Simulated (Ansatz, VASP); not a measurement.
# Si3N4 (amorphous silicon nitride) in two plane-wave programs, part 3 of 4

Aim: how closely do two programs agree when they are given the same cell, functional and k mesh? The structure shown is the end of the Ansatz relaxation below.

VASP 6.6.1 and Ansatz 0.2.0.

So far. Step 3 (VASP: single point, PBE, pair 1): The run ends at a pressure of -0.21 GPa, with forces up to 1.5 eV/Å.

### Step 6. VASP: single point, PBEsol

Level of this step: PBEsol; plane waves and PAW (Si, N) (VASP).

The same cell, functional and mesh now go to VASP, with its own data sets.

INCAR reads:

```
SYSTEM = Si3N4
PREC = Accurate
ENCUT = 600
EDIFF = 1E-06
NELM = 120
ISMEAR = 0
SIGMA = 0.01
LREAL = Auto
ALGO = Normal
GGA = PS
NBANDS = 232
LORBIT = 11
LWAVE = .FALSE.
LCHARG = .FALSE.
ISIF = 2
LASPH = .TRUE.
GGA_COMPAT = .FALSE.
EFERMI = MIDGAP
NCORE = 2
```

POSCAR reads:

```
Si3N4
1.0
    9.3501130000      0.0000000000      0.0000000000
    0.0000000000      9.3738020000      0.0000000000
    0.0000000000      0.0000000000      9.4277140000
Si N
33 44
Direct
    0.3352800000      0.0191900000      0.2798800000
    0.6306100000      0.2566700000      0.3066700000
    0.7570200000      0.0565700000      0.7460200000
    0.1347300000      0.0441400000      0.4607900000
    0.4694600000      0.6122200000      0.9026400000
    0.4176800000      0.2092100000      0.5331400000
    0.4440600000      0.3410200000      0.0339400000
    0.4572700000      0.5519200000      0.2202200000
    0.8701000000      0.7306400000      0.4521600000
    0.2393500000      0.3014200000      0.2670900000
    0.5046800000      0.8533100000      0.7217700000
    0.3910300000      0.8451200000      0.0468300000
    0.2277600000      0.6900300000      0.7298300000
    0.1739900000      0.5384500000      0.0245700000
    0.6660100000      0.1363100000      0.0231400000
    0.7203800000      0.6409900000      0.6968600000
    0.9559500000      0.8326700000      0.7633200000
    0.1523800000      0.0562000000      0.0378400000
    0.0464000000      0.8130000000      0.0635000000
    0.6863100000      0.0030000000      0.4676100000
    0.3781300000      0.0859300000      0.8451500000
    0.6340200000      0.8003000000      0.2183300000
    0.7180700000      0.5519800000      0.4057500000
    0.1221500000      0.0299100000      0.7121700000
    0.9822800000      0.4691600000      0.7552000000
    0.6936500000      0.3693200000      0.8323800000
    0.7327000000      0.8218000000      0.9733400000
    0.1880100000      0.7137700000      0.3234800000
    0.9078900000      0.1075400000      0.2145900000
    0.4360600000      0.5676500000      0.5260600000
    0.8133100000      0.2813600000      0.5476700000
    0.0688100000      0.4913200000      0.4925600000
    0.9376400000      0.3176500000      0.0417900000
    0.7156000000      0.2365300000      0.7023000000
    0.8574000000      0.7453900000      0.6378200000
    0.5160700000      0.3599100000      0.2059200000
    0.9615100000      0.3731700000      0.5955700000
    0.2937100000      0.4274000000      0.1136300000
    0.5563300000      0.1326400000      0.4234100000
    0.1896200000      0.1083400000      0.8688800000
    0.5369700000      0.4437200000      0.9038200000
    0.3920900000      0.7114600000      0.6488600000
    0.1172500000      0.5590100000      0.6662700000
    0.6181900000      0.5981300000      0.5545200000
    0.6443700000      0.9480800000      0.6396300000
    0.7129100000      0.9980400000      0.9182800000
    0.0339800000      0.4377400000      0.9395400000
    0.2826800000      0.1594500000      0.4065400000
    0.7727800000      0.2845800000      0.9739400000
    0.7407600000      0.3690000000      0.4012800000
    0.6265900000      0.6185300000      0.2633300000
    0.9137000000      0.7688300000      0.9346500000
    0.1257000000      0.4051300000      0.3493700000
    0.2513400000      0.1458700000      0.1598900000
    0.4234400000      0.3888300000      0.5322600000
    0.4893700000      0.1753400000      0.9712600000
    0.4269900000      0.9108900000      0.8774700000
    0.1349400000      0.8437600000      0.7348200000
    0.8019500000      0.5071800000      0.7864000000
    0.8413700000      0.1105700000      0.4819300000
    0.7250700000      0.1332500000      0.1984700000
    0.2126500000      0.9020900000      0.3582100000
    0.2152400000      0.8851700000      0.0500400000
    0.6162100000      0.7249200000      0.8308900000
    0.4606000000      0.6772400000      0.0737700000
    0.3844100000      0.0897600000      0.6671400000
    0.2792100000      0.6145200000      0.8885500000
    0.2461400000      0.3400600000      0.7196700000
    0.7466500000      0.8604700000      0.3628600000
    0.3522100000      0.6237300000      0.3593300000
    0.9610100000      0.0874600000      0.3896700000
    0.9352400000      0.0150300000      0.7467400000
    0.2943500000      0.3493800000      0.8268500000
    0.4749400000      0.9206600000      0.1979900000
    0.0436800000      0.6739500000      0.4279800000
    0.9869800000      0.9913000000      0.1030900000
    0.1088500000      0.6610200000      0.1505200000
```

KPOINTS reads:

```
Automatic mesh
0
Gamma
1 1 1
0 0 0
```

The projector-augmented-wave data sets are Si and N (PBE family, release 64).

Started as:

```bash
$ mpirun -np 8 vasp_gam
```

Numbers of over 12 decimals in the logs are rounded to 6 here.

Output:

```text
[banner, memory and clock lines left out]
running    8 mpi-ranks, on    1 nodes
[...]
|                                                                             |
|               ----> ADVICE to this user running VASP <----                  |
|                                                                             |
|     You enforced a specific xc type in the INCAR file but a different       |
|     [... a line on the potential file left out ...]
|     I HOPE YOU KNOW WHAT YOU ARE DOING!                                     |
|                                                                             |

 LDA part: xc-table for (Slater+PW92), standard interpolation
 POSCAR, INCAR and KPOINTS ok, starting setup
[...]
entering main loop
       N       E                     dE             d eps       ncg     rms          rms(c)
DAV:   1     0.287071648986E+04    0.28707E+04   -0.21497E+05   464   0.167E+03
DAV:   2    -0.415982430733E+03   -0.32867E+04   -0.31028E+04   584   0.379E+02
DAV:   3    -0.702776973676E+03   -0.28679E+03   -0.28352E+03   568   0.121E+02
DAV:   4    -0.709971342039E+03   -0.71944E+01   -0.71469E+01   560   0.194E+01
[...]
DAV:  16    -0.624639729922E+03   -0.14927E-04   -0.11478E-05   552   0.828E-03    0.630E-03
DAV:  17    -0.624639737614E+03   -0.76919E-05   -0.76469E-06   480   0.549E-03    0.310E-03
DAV:  18    -0.624639738378E+03   -0.76406E-06   -0.86178E-07   384   0.242E-03
   1 F= -.62463974E+03 E0= -.62463974E+03  d E =0.000000E+00
```

OUTCAR, selected parts (step 6):

```text
  Total        0.8427389      0.7046521      1.9234829      4.9533654     -0.7604072     -7.5959709
  in kB        1.6340472      1.3663008      3.7295795      9.6044370     -1.4744083    -14.7283753
  external PRESSURE =       2.2433092 kB  Pullay stress =       0.0000000 kB

 POSITION                                       TOTAL-FORCE (eV/Angst)
 -----------------------------------------------------------------------------------
      3.13491      0.17988      2.63863         0.028854     -0.005110     -0.010234
      5.89627      2.40597      2.89120         0.010865      0.000005     -0.013930
      7.07822      0.53028      7.03326        -0.006853      0.010951      0.010111
      1.25974      0.41376      4.34420        -0.016767      0.007917      0.004519
      4.38950      5.73883      8.50983         0.005936     -0.002794     -0.018879
      3.90536      1.96109      5.02629        -0.010929     -0.013766     -0.017055
      4.15201      3.19665      0.31998        -0.008983     -0.003003     -0.001654
      4.27553      5.17359      2.07617        -0.029486     -0.016460     -0.023544
      8.13553      6.84887      4.26284        -0.000262      0.003009     -0.005863
      2.23795      2.82545      2.51805         0.050300     -0.035462     -0.012820
      4.71882      7.99876      6.80464         0.005675     -0.015163     -0.007194
      3.65617      7.92199      0.44150        -0.001681     -0.000870     -0.007725
      2.12958      6.46820      6.88063         0.009829      0.014338      0.001760
      1.62683      5.04732      0.23164        -0.015183     -0.012467     -0.000429
[...]
-----------------------------------------------------------------------------------
    total drift:                                0.008352     -0.022916     -0.005154

  FREE ENERGIE OF THE ION-ELECTRON SYSTEM (eV)
  ---------------------------------------------------
  free  energy   TOTEN  =      -624.6397383780 eV

  energy  without entropy=     -624.6397383780  energy(sigma->0) =     -624.63973838

[... 1 part as in an earlier step ...]

[... 2 further parts left out ...]
[key lines of the parts left out:]
E-fermi :   7.6956
```

The run ends at a pressure of 0.22 GPa, with forces up to 1.6 eV/Å.

### Step 7. Comparison

What differs besides the data sets and the points named for the pairs above, as far as they apply: the cutoff is 420 eV in Ansatz and 600 eV in VASP (PREC = Accurate, projectors in real space); Ansatz makes its cores anew for this functional, VASP keeps those of its PBE data sets. Total energies have different zeros and are not compared.

Both answers:

| quantity | Ansatz | VASP | difference |
| --- | --- | --- | --- |
| pressure (GPa) | -0.01 | 0.22 | -0.24 |
| gap on the k mesh (eV) | 1.706 | 1.689 | +0.017 |

Forces on 7 of the 77 atoms, those with the largest forces and the largest differences (eV/Å; atoms numbered as in POSCAR):

```csv
atom,"Ansatz x, y, z","VASP x, y, z"
Si10,"0.014, -0.012, 0.020","0.050, -0.035, -0.013"
Si21,"0.003, -0.006, -0.003","0.014, 0.000, 0.050"
N53,"-0.020, 0.000, -0.013","-0.042, 0.017, -0.014"
N60,"-0.012, 0.007, 0.011","-0.057, 0.013, 0.041"
N68,"0.002, 0.005, -0.003","-0.638, -0.116, -1.432"
N71,"0.011, -0.006, -0.015","0.064, -0.012, -0.033"
N73,"-0.001, 0.007, -0.013","0.643, 0.130, 1.423"
```

The forces differ by 147 meV/Å r.m.s., where the r.m.s. force is 0.007 eV/Å in Ansatz and 0.147 eV/Å in VASP: the atoms lie near their places of rest in Ansatz, so a percentage would say little (all taken over all components). A gap on the mesh is an upper bound, since the band edges may lie between its points.

### Step 8. Ansatz: relaxation, PBE

This run makes the geometry at which the two programs are then compared. The cell compared in this pair holds 844.44 Å³, against 826.30 Å³ for the pair before.

The structure compared here is the end of the Ansatz relaxation.

input.yaml reads:

```yaml
crystal:
  lattice:
    - [9.3449, 0.0, 0.0]
    - [0.0, 9.3449, 0.0]
    - [0.0, 0.0, 9.3449]
  atoms:
    - { symbol: Si, position: [0.34148, 0.02356, 0.28132] }
    - { symbol: Si, position: [0.62698, 0.2582, 0.29876] }
    - { symbol: Si, position: [0.7613, 0.06315, 0.74204] }
    - { symbol: Si, position: [0.13884, 0.04536, 0.46589] }
    - { symbol: Si, position: [0.47708, 0.62415, 0.89481] }
    - { symbol: Si, position: [0.42099, 0.21098, 0.53588] }
    - { symbol: Si, position: [0.45059, 0.34436, 0.02607] }
    - { symbol: Si, position: [0.45955, 0.54922, 0.22328] }
    - { symbol: Si, position: [0.86307, 0.73333, 0.4493] }
    - { symbol: Si, position: [0.23292, 0.29701, 0.26597] }
    - { symbol: Si, position: [0.49841, 0.86846, 0.70774] }
    - { symbol: Si, position: [0.38732, 0.84401, 0.0553] }
    - { symbol: Si, position: [0.22602, 0.68435, 0.73891] }
    - { symbol: Si, position: [0.17839, 0.53927, 0.03237] }
    - { symbol: Si, position: [0.66534, 0.14172, 0.02248] }
    - { symbol: Si, position: [0.72887, 0.64207, 0.69209] }
    - { symbol: Si, position: [0.96023, 0.83681, 0.76716] }
    - { symbol: Si, position: [0.14723, 0.05717, 0.03509] }
    - { symbol: Si, position: [0.05497, 0.81179, 0.06383] }
    - { symbol: Si, position: [0.67666, 0.01003, 0.46797] }
    - { symbol: Si, position: [0.37221, 0.08178, 0.8485] }
    - { symbol: Si, position: [0.63195, 0.7949, 0.20612] }
    - { symbol: Si, position: [0.71896, 0.5499, 0.405] }
    - { symbol: Si, position: [0.12049, 0.02241, 0.70751] }
    - { symbol: Si, position: [0.98246, 0.47763, 0.76143] }
    - { symbol: Si, position: [0.69061, 0.36882, 0.82756] }
    - { symbol: Si, position: [0.73352, 0.82588, 0.96421] }
    - { symbol: Si, position: [0.18754, 0.71013, 0.33002] }
    - { symbol: Si, position: [0.90344, 0.10176, 0.22037] }
    - { symbol: Si, position: [0.43786, 0.5679, 0.53526] }
    - { symbol: Si, position: [0.81044, 0.28718, 0.54332] }
    - { symbol: Si, position: [0.06683, 0.48963, 0.49366] }
    - { symbol: Si, position: [0.93675, 0.30671, 0.04676] }
    - { symbol: "N", position: [0.70331, 0.23905, 0.69528] }
    - { symbol: "N", position: [0.86143, 0.74569, 0.63976] }
    - { symbol: "N", position: [0.52068, 0.36112, 0.20047] }
    - { symbol: "N", position: [0.9612, 0.37869, 0.60016] }
    - { symbol: "N", position: [0.30062, 0.43041, 0.11257] }
    - { symbol: "N", position: [0.54263, 0.13027, 0.40912] }
    - { symbol: "N", position: [0.18672, 0.11003, 0.86329] }
    - { symbol: "N", position: [0.53218, 0.45224, 0.89331] }
    - { symbol: "N", position: [0.40065, 0.70393, 0.6698] }
    - { symbol: "N", position: [0.12216, 0.55113, 0.66905] }
    - { symbol: "N", position: [0.62481, 0.59669, 0.54926] }
    - { symbol: "N", position: [0.64217, 0.95893, 0.63259] }
    - { symbol: "N", position: [0.71782, 0.00827, 0.91269] }
    - { symbol: "N", position: [0.03523, 0.43141, 0.94713] }
    - { symbol: "N", position: [0.27657, 0.15993, 0.41635] }
    - { symbol: "N", position: [0.76974, 0.28651, 0.97092] }
    - { symbol: "N", position: [0.75115, 0.37192, 0.38905] }
    - { symbol: "N", position: [0.63498, 0.60657, 0.25179] }
    - { symbol: "N", position: [0.91421, 0.77087, 0.93377] }
    - { symbol: "N", position: [0.10999, 0.39439, 0.34769] }
    - { symbol: "N", position: [0.255, 0.14316, 0.15691] }
    - { symbol: "N", position: [0.43724, 0.38704, 0.55397] }
    - { symbol: "N", position: [0.48833, 0.18079, 0.97473] }
    - { symbol: "N", position: [0.43445, 0.91087, 0.88333] }
    - { symbol: "N", position: [0.13586, 0.83793, 0.73986] }
    - { symbol: "N", position: [0.7982, 0.50993, 0.79788] }
    - { symbol: "N", position: [0.83537, 0.1111, 0.48269] }
    - { symbol: "N", position: [0.71757, 0.13528, 0.19878] }
    - { symbol: "N", position: [0.22172, 0.89869, 0.36648] }
    - { symbol: "N", position: [0.21441, 0.89182, 0.04043] }
    - { symbol: "N", position: [0.62441, 0.73076, 0.82507] }
    - { symbol: "N", position: [0.4663, 0.67465, 0.0694] }
    - { symbol: "N", position: [0.38294, 0.07835, 0.66921] }
    - { symbol: "N", position: [0.27585, 0.61713, 0.89601] }
    - { symbol: "N", position: [0.25464, 0.33083, 0.71962] }
    - { symbol: "N", position: [0.73035, 0.86713, 0.35634] }
    - { symbol: "N", position: [0.35313, 0.61655, 0.36573] }
    - { symbol: "N", position: [0.95861, 0.0691, 0.39667] }
    - { symbol: "N", position: [0.93524, 0.01707, 0.74466] }
    - { symbol: "N", position: [0.29633, 0.34444, 0.83007] }
    - { symbol: "N", position: [0.46574, 0.91839, 0.20073] }
    - { symbol: "N", position: [0.03828, 0.67523, 0.43064] }
    - { symbol: "N", position: [0.98297, 0.99435, 0.09726] }
    - { symbol: "N", position: [0.11373, 0.65903, 0.15312] }
kpoints:
  mp_grid: { grid: [1, 1, 1] }
hamiltonian:
  xc: pbe
scf:
  occupations: { method: fixed }
output:
  forces: true
  stress: true
relax:
  f_tol: 0.04
  max_steps: 90
  cell: { stress_tol: 0.1, fix: [alpha, beta, gamma] }
```

Started as:

```bash
$ ansatz run input.yaml --threads 4 --pin off --max-ram 15360MiB --backend cpu --events-out ev --progress --plain --runs-dir out
```

Output:

```text
[...]
Crystal: 77 atoms, lattice volume = 816.064 Å³
Basis set: ecut = 420 eV, 15895 PW (Γ), exchange–correlation on 128×128×128 points (8 copies of the dense FFT grid, shifted against one another)
Bands: 253, of which v1, the nominal top of the filled ones, is band 176 counted from 1 (175 counted from 0)
Symmetry: 1 space group operations
[...]
k-points: 1
[...]
- { symbol: N, position: [0.518950, 0.363022, 0.205727] }
    - { symbol: N, position: [0.960068, 0.375415, 0.595052] }
    - { symbol: N, position: [0.292432, 0.422866, 0.111619] }
    - { symbol: N, position: [0.559606, 0.135746, 0.424427] }
    - { symbol: N, position: [0.190591, 0.105960, 0.868626] }
    - { symbol: N, position: [0.536863, 0.442932, 0.903674] }
[...]
- { symbol: N, position: [0.473027, 0.919677, 0.198643] }
    - { symbol: N, position: [0.041891, 0.671799, 0.425592] }
    - { symbol: N, position: [0.988342, 0.990678, 0.103785] }
    - { symbol: N, position: [0.109819, 0.659753, 0.148990] }
[key lines of the parts left out:]
P = ⅓ Tr σ = -0.0064 GPa (-0.064 kbar)
```

[end of part 3 of 4]

[Lines on the potential files, build, host, timing and source positions are cut from VASP's logs without a mark.]

[Logs are printed without paths, hosts, clocks, repeated set-up lines and the standing remarks that a program may print on its own settings, such as how far it seeks lower states.]

[Hosts, paths, dates, database ids (printed as entryN), source tags and the programs' standing remarks are cut or masked in the printed files.]
